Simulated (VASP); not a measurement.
A convergence study with VASP on TiSe$_{2}$ (space group no. 164 when undisturbed): a few settings are varied, all else stays as given below, so the limit is that of these other settings. One atom is moved off its site, so that forces are finite.

```yaml
crystal:
  lattice:
    - [1.76469, -3.05653, 0.00000]
    - [1.76469, 3.05653, 0.00000]
    - [0.00000, 0.00000, 5.99197]
  atoms:
    - { symbol: Ti, position: [0.00000, 0.00000, 0.00834] }
    - { symbol: Se, position: [0.33333, 0.66667, 0.25500] }
    - { symbol: Se, position: [0.66667, 0.33333, 0.74500] }
```

All values below come from PBE GGA, VASP's PBE PAW potentials (set 64) (plane waves; VASP). The last row used: 300 eV cut-off, 18×18×10 Γ-centred mesh, Fermi-Dirac smearing of 0.010 eV, potentials Ti_sv Se.

| setting | E (eV/atom) | pressure (GPa) | irreducible k-points |
|---|---|---|---|
| SIGMA = 1.0 | -5.9766 | 9.24 | 330 |
| SIGMA = 0.5 | … | … | 330 |
| SIGMA = 0.3 | … | … | 330 |
| SIGMA = 0.2 | -6.0458 | 2.29 | 330 |
| SIGMA = 0.1 | -6.0480 | 2.22 | 330 |
| SIGMA = 0.05 | -6.0481 | 2.23 | 330 |
| SIGMA = 0.02 | -6.0481 | 2.24 | 330 |
| SIGMA = 0.01 | -6.0481 | 2.24 | 330 |

Question: Some entries are withheld; supply them.

Answer: 
- SIGMA = 0.3, E (eV/atom): -6.0382
- SIGMA = 0.3, pressure (GPa): 2.55
- SIGMA = 0.5, E (eV/atom): -6.0082
- SIGMA = 0.5, pressure (GPa): 3.82

VASP warned of too few bands at SIGMA = 1.0.

Left out are rungs that failed or repeat a setting and relaxations that didn't move; long series are thinned to 24 rows.

The structure is a typed TiSe2 crystal (space group no. 164). The cell was not relaxed at this level, it is distorted from the ideal structure. VASP warned that the highest band is occupied, so more bands are needed.
